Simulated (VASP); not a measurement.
Data:

```
CELL_PARAMETERS angstrom
      1.94160    -3.36295     0.00000
      1.94160     3.36295     0.00000
      0.00000     0.00000     5.94746
ATOMIC_POSITIONS crystal
  La 0.33333 0.66667 0.24385
  La 0.66667 0.33333 0.75615
  O  0.00000 0.00000 0.00000
  O  0.33333 0.66667 0.64645
  O  0.66667 0.33333 0.35355
```

These are LDA (Ceperley-Alder, Perdew-Zunger), VASP's LDA PAW potentials (set 64) (plane waves; VASP) values and carry that method's errors. Numerical set-up: 520 eV cut-off, 7×7×4 Γ-centred mesh, tetrahedra with Blöchl corrections, potentials La O.

**Question.** Predict the energy per atom (σ→0).

**Answer.** 
| Quantity | Value |
|---|---|
| energy per atom (σ→0) | -9.180 eV/atom |

Only differences to runs with the same potentials and settings are physical.

The compound is La2O3 in the a-type structure. It was relaxed first, which changed the volume by -6 %.
